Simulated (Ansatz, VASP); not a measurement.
## One calculation of Be18Cl, two programs

```
Be Cl
1.0
     4.58000    0.00000    0.00000
     3.43500    5.94960    0.00000
     0.00000    0.00000   15.58843
Be Cl
18 1
Cartesian
  0.0000 0.0000 1.0000
  2.2900 0.0000 1.0000
  1.1450 1.9832 1.0000
  3.4350 1.9832 1.0000
  2.2900 3.9664 1.0000
  4.5800 3.9664 1.0000
  -0.0032 1.3721 2.7891
  2.3153 1.3212 2.8413
  1.1711 3.3161 2.8105
  3.3749 3.2721 2.7995
  2.2934 5.2544 2.7594
  4.5827 5.3414 2.7094
  -0.0133 -0.0153 4.5231
  2.2619 -0.0843 4.4796
  1.1187 1.9234 4.6175
  3.4494 1.9689 4.6179
  2.2978 4.0151 4.6427
  4.5359 4.0340 4.4052
  2.2500 2.6313 6.2479
```

Alike in both runs: functional LDA; k mesh 4 × 3 × 1; occupations gaussian, width 0.1 eV; no spin polarisation.

Ansatz relaxed the structure, and its values are those at the end. VASP's run is a single point on that final structure, the one shown.

|  | VASP | Ansatz |
| --- | --- | --- |
| version | VASP 6.6.1 | Ansatz 0.2.0 |
| potentials or method | VASP PAW LDA potentials, release 64 (Be, Cl) | scalar-relativistic, plane waves, PAW |
| plane-wave cutoff (eV) | 520 | 420 |
| valence electrons in the cell | 43 | 43 |

```csv
,VASP,Ansatz,Ansatz less VASP
rms of the force components (eV/Å),0.072,0.071,-0.0004
```

Ansatz warned: «xc_potential_rough_in_thin_density».

Caveats: the k mesh is coarse (spacing up to 0.40 Å⁻¹), so the values aren't converged; an odd number of electrons without spin polarisation forces a metal; a magnetic or distorted state may lie lower.
